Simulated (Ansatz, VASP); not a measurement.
# Cross-check of Zr3SbC (Zr3SbC antiperovskite) between VASP and Ansatz, part 2 of 2

One calculation is typed for both programs; each brings its own data sets. How far apart do they land? The cell is generated by rule, not measured, and may not be a known phase. The cell is taken from a series of runs on this material, whose earlier steps may have relaxed, scaled, displaced or heated it; both programs get it as it stands.

VASP 6.6.1 and Ansatz 0.2.0.

So far: Starting point; VASP: relaxation of cell and atoms, PBE.

The structure was built from a prototype and need not be the compound's stable phase.

### 3. Ansatz: relaxation of cell and atoms, PBE

Level of this step: Ansatz beside VASP: Kohn-Sham DFT, plane waves, PBE (Ansatz).

Ansatz runs on its PAW soft_1 files.

The same cell, functional, mesh and smearing now go to Ansatz, which takes its cutoff from its data sets.

File input.yaml:

```yaml
crystal:
  lattice:
    - [4.5672225232, 0.0, 0.0]
    - [0.0, 4.5672225232, 0.0]
    - [0.0, 0.0, 4.5672225232]
  atoms:
    - { symbol: Sb, position: [0.0, 0.0, 0.0] }
    - { symbol: Zr, position: [0.5, 0.5, 0.0] }
    - { symbol: Zr, position: [0.5, 0.0, 0.5] }
    - { symbol: Zr, position: [0.0, 0.5, 0.5] }
    - { symbol: C, position: [0.5, 0.5, 0.5] }
kpoints:
  mp_grid: { grid: [6, 6, 6] }
hamiltonian:
  xc: pbe
  pseudopotentials: { kind: paw, azcp: { folder: soft_1 } }
scf:
  occupations: { method: gaussian, width: 0.1 }
output:
  forces: true
  stress: true
  eigenvalues: true
relax:
  adjacent_minimum: "off"
  f_tol: 0.005
  max_steps: 80
  cell: { stress_tol: 0.05 }
```

Command:

```console
$ ansatz run input.yaml --threads 8 --pin off --max-ram 20480MiB --backend cpu --events-out ev --progress --plain --runs-dir out
```

Numbers of over 12 decimals in the logs are rounded to 6 here.

The log of the run:

```text
Engine: ansatz 0.2.0, aarch64-unknown-linux-gnu
Pseudopotentials: kind: paw
Pseudopotential: Sb, paw, valence charge 15, recommended cutoff 420 eV (normal), soft_1/Sb.paw.azcp
Pseudopotential: Zr, paw, valence charge 12, recommended cutoff 420 eV (normal), soft_1/Zr.paw.azcp
Pseudopotential: C, paw, valence charge 4, recommended cutoff 420 eV (normal), soft_1/C.paw.azcp
Functional definition: PBE
  parameter kappa = 0.804
  parameter beta = 0.066725
  exchange = pbe_x(kappa = kappa, mu = beta*pi^2/3)
  correlation = pbe_c(beta = beta)
Crystal: 5 atoms, lattice volume = 95.270 Å³
Basis set: ecut = 420 eV, 1863 PW (Γ), exchange–correlation on 64×64×64 points (8 copies of the dense FFT grid, shifted against one another)
Bands: 33, of which v1, the nominal top of the filled ones, is band 28 counted from 1 (27 counted from 0)
Symmetry: 48 space group operations
Space group: Pm-3m (ITA 221), of the structure as read, at distance tolerance 4.6e-5 Å
k-points: 20 of 216
Non-local potential: Sb, projectors of the file, l = 0: 2, l = 1: 2, l = 2: 2, l = 3: 1
Non-local potential: Zr, projectors of the file, l = 0: 3, l = 1: 2, l = 2: 2, l = 3: 1
Non-local potential: C, projectors of the file, l = 0: 2, l = 1: 2, l = 2: 1
PAW form: soft (Blöchl's): semilocal exchange-correlation on the pseudo side does not see the compensation charge
PAW one-centre angular grid: Sb, 590 points (default); XC on 64 Gauss nodes
PAW one-centre angular grid: Zr, 590 points (default); XC on 64 Gauss nodes
PAW one-centre angular grid: C, 110 points (default); XC on 64 Gauss nodes
Initial density: superposition of atomic densities (chi_scale 0.1, normalization cell, long waves kept (reshape's long-wave potential 0.00 eV rms))
Initial wavefunctions: pseudopotential atomic-orbital guess
Functional: x = pbe(κ = 0.804, μ = 0.219515), c = pbe(β = 0.066725)
SCF iter   1: F=—  HF=-19293.602079 eV  |F-HF|=—  |Δ(HF+E_count)|=         —  Δρ=7.25e-2  dr2=1.60e1  ethr=3.10e-3  ⟨swp⟩=5.6  Hψ=2672  notcnv=0
preconditioner: auto → Kerker (q_TF=auto, 2.490 Å⁻¹)  [metal: Δε(μ)=0.022 eV  Ē_g=5.840 eV  σ=0.100 eV  W_gap=0.12  n_scr=26 (ndim 8)  ℏωp=17.4 eV  f_vac=0.000  D(μ)=7.61/eV (n_scr^D=80)]
SCF iter   2: F=—  HF=-19290.622892 eV  |F-HF|=—  |Δ(HF+E_count)|=    2.98e0  Δρ=3.28e-2  dr2=3.89e0  ethr=3.10e-3  ⟨swp⟩=2.8  Hψ=1276  notcnv=0  defer=2
SCF iter   3: F=—  HF=-19289.697492 eV  |F-HF|=—  |Δ(HF+E_count)|=   9.25e-1  Δρ=1.17e-2  dr2=3.74e-1  ethr=3.10e-3  ⟨swp⟩=2.9  Hψ=1123  notcnv=0  defer=2
SCF iter   4: F=—  HF=-19289.594673 eV  |F-HF|=—  |Δ(HF+E_count)|=   1.03e-1  Δρ=2.32e-3  dr2=4.16e-3  ethr=6.79e-4  ⟨swp⟩=2.2  Hψ=980  notcnv=0  defer=1
SCF iter   5: F=—  HF=-19289.595281 eV  |F-HF|=—  |Δ(HF+E_count)|=   6.08e-4  Δρ=7.14e-4  dr2=5.83e-4  ethr=7.57e-6  ⟨swp⟩=2.3  Hψ=1256  notcnv=0  defer=1
SCF iter   6: F=—  HF=-19289.595193 eV  |F-HF|=—  |Δ(HF+E_count)|=   8.84e-5  Δρ=2.18e-4  dr2=5.23e-5  ethr=1.06e-6  ⟨swp⟩=2.0  Hψ=1148  notcnv=0  defer=1
SCF iter   7: F=—  HF=-19289.595138 eV  |F-HF|=—  |Δ(HF+E_count)|=   5.49e-5  Δρ=5.89e-5  dr2=7.86e-6  ethr=9.50e-8  ⟨swp⟩=2.0  Hψ=1190  notcnv=0  defer=1
SCF iter   8: F=—  HF=-19289.595136 eV  |F-HF|=—  |Δ(HF+E_count)|=   1.53e-6  Δρ=1.13e-5  dr2=1.67e-7  ethr=1.43e-8  ⟨swp⟩=2.0  Hψ=858  notcnv=0  defer=1
SCF iter   9: F=-19289.595136 eV  HF=-19289.595136 eV  |F-HF|=9.35e-10  |Δ(HF+E_count)|=   2.16e-8  Δρ=2.48e-6  dr2=5.64e-9  ethr=1.82e-10  ⟨swp⟩=6.0  Hψ=2702  notcnv=0
SCF 1 converged in 9 iterations: F = -19289.595136 eV  dr2 = 5.64e-9
  greatest PAW one-centre occupation: 0.997 electrons in one spin orbital (limit 2), on the Zr atom at site 3 (counted from 0), in its partial waves of l = 0
relax step   1: F+E_penalty+E_count = -19289.59513606 eV  Δ(F+E_penalty+E_count) = +0.000e0 eV  max|allowed force component| = 2.685e-29 eV/Å  Δτ_max = 0.0000 Å  P = +0.059 GPa  Ω = 95.270 Å³  (9 SCF iters, dr2 threshold 1.00e-7 eV, accepted)
[...]
relax step   2: F+E_penalty+E_count = -19289.59511266 eV  Δ(F+E_penalty+E_count) = +2.339e-5 eV  max|allowed force component| = 4.155e-30 eV/Å  Δτ_max = 0.0000 Å  P = -0.065 GPa  Ω = 95.360 Å³  energy of the carried Pulay correction = -2.146e-5 eV  (5 SCF iters, dr2 threshold 8.58e-9 eV, rejected (line search))
[...]
relax step   3: F+E_penalty+E_count = -19289.59513365 eV  Δ(F+E_penalty+E_count) = +2.410e-6 eV  max|allowed force component| = 4.181e-30 eV/Å  Δτ_max = 0.0000 Å  P = -0.000 GPa  Ω = 95.312 Å³  energy of the carried Pulay correction = -1.014e-5 eV  (6 SCF iters, accepted)
[...]
relax step   4: F+E_penalty+E_count = -19289.59515753 eV  Δ(F+E_penalty+E_count) = -2.388e-5 eV  max|allowed force component| = 6.995e-30 eV/Å  Δτ_max = 0.0000 Å  P = +0.000 GPa  Ω = 95.312 Å³  stress off target by 9.01e-5 GPa  SCF on the basis re-selected at this cell (its energy is not comparable with the rows above)  (4 SCF iters)
basis re-selected at this cell: Δ(F+E_penalty+E_count) = -2.388e-5 eV, ΔP = +0.000 GPa vs the last step (what re-selecting the basis moved, of the pressure what is left beyond the Pulay correction that the steps carried, after the strain that the cell walked since its last selection, with what the two solves' SCF thresholds leave and, on support functions, any second-order correction that the steps lacked; it is no m [...]
SCF converged after 4 iterations
Free energy (F): -19289.595158 eV
Harris-Foulkes:  -19289.595158 eV  (|F-HF|=1.60e-10)
Internal energy: -19289.556622 eV  (E = F + TS)
E sigma→0 (E₀):  -19289.575890 eV
Entropy (-TS):   -0.038536 eV (-7.707 meV/atom)
Fermi energy:    14.978554 eV
--- Per-component energies (eV) ---
  E_band       = -343.801423
  E_kinetic    = 1203.447994
  E_local      = -3150.577993  (includes V_loc(G=0)·N_el)
  E_nonlocal   = 639.361037
  E_hartree    = 1158.996109
  E_xc         = -611.985336
  E_vxc        = -700.320168  (∫ρ·V_xc dr)
  E_paw        = -13538.958301  (= ΣΔE_a)
  E_vpaw       = -653.704513  (= ΣTr[D̂ρ^β])
  E_aug_tail   = 0.000076  (compensation charges beyond the density's cutoff)
  E_ewald      = -4989.840207
  E_smearing   = -0.038536  (= −TS)
  E_closure    = 0.000000  (closes the sum)
  Σ components = -19289.595158   (vs F -19289.595158, Δ=0.00e0)
--- Forces (eV/Å), atoms counted from 1 ---
  atom   1  Sb     0.00000000    -0.00000000     0.00000000
  atom   2  Zr    -0.00000000     0.00000000     0.00000000
  atom   3  Zr     0.00000000    -0.00000000     0.00000000
  atom   4  Zr     0.00000000     0.00000000    -0.00000000
  atom   5  C      0.00000000     0.00000000    -0.00000000
  max |Σ_I F_I| component: 7.10e-30 eV/Å
--- Stress (GPa, compression-positive) ---
        0.000090      -0.000000       0.000000
       -0.000000       0.000090       0.000000
        0.000000       0.000000       0.000090
  P = ⅓ Tr σ = 0.0001 GPa (0.001 kbar)
--- Band table (eV; the first three rows and the last of 20) ---
  k-point 0: bands = [... 24 lower, 12.8538, 12.8538, 12.8538, 14.4566, 14.4566, 14.4566, 15.9564, 16.4735, ... 1 higher]
  k-point 1: bands = [... 24 lower, 12.7669, 12.9399, 12.9550, 13.7334, 14.9419, 14.9419, 16.2071, 16.7248, ... 1 higher]
  k-point 2: bands = [... 24 lower, 12.6045, 13.2023, 13.3876, 14.3809, 15.6635, 15.7810, 15.7810, 16.7137, ... 1 higher]
  k-point 19: bands = [... 24 lower, 11.5778, 14.5849, 14.5849, 14.5849, 15.1740, 15.1740, 15.1740, 16.5135, ... 1 higher]
--- Relaxed structure (3 steps of the walk, 2 accepted, 1 SCFs on fresh bases) ---
  F+E_penalty+E_count = -19289.59515753 eV   max|allowed force component| = 6.995e-30 eV/Å   (the final SCF, on the basis selected at the relaxed cell)
  cell:  # Å, volume = 95.3124 Å³
    - [4.567898, 0, 0.0]
    - [0, 4.567898, 0]
    - [0.0, 0, 4.567898]
  atoms:
    - { symbol: Sb, position: [0, 0, 0] }
    - { symbol: Zr, position: [0.5, 0.5, 0] }
    - { symbol: Zr, position: [0.5, 0, 0.5] }
    - { symbol: Zr, position: [0, 0.5, 0.5] }
    - { symbol: C, position: [0.5, 0.5, 0.5] }
```

### 4. Comparison

Known differences besides the potentials themselves: the data sets hold 55 valence electrons in Ansatz (on its PAW soft_1 files) and 45 in VASP; the cutoff is 420 eV in Ansatz and 600 eV in VASP; Ansatz adds a Pulay correction to the stress that steers its cell, VASP none. Total energies have different zeros and are not compared.

Both answers:

| quantity | Ansatz | VASP | difference |
| --- | --- | --- | --- |
| volume (Å³) | 95.31 | 95.36 | -0.06 % |
| edge a after relaxation, in the typed setting (Å) | 4.568 | 4.569 | -0.02 % |

### 5. What came out

```yaml
difference_in_volume_relaxation_of_cell_and_atoms_pbe: -0.055 %
```

In words: The difference in volume is -0.055 % (relaxation of cell and atoms, PBE), within the 1.2 % picked in this series as the mark of a large difference, as far as the stopping tolerances let one tell. The data sets hold unlike numbers of valence electrons (55 in Ansatz and 45 in VASP), so part of the differences comes from the potentials. 1 further run of this series is not shown here. How closely two codes agree says nothing of how well the functional describes the real material.

[Lines on the potential files, build, host, timing and source positions are cut from VASP's logs without a mark.]

[Logs are printed without paths, hosts, clocks, repeated set-up lines and the standing remarks that a program may print on its own settings, such as how far it seeks lower states.]

[Hosts, paths, dates, database ids (printed as entryN), source tags and the programs' standing remarks are cut or masked in the printed files.]
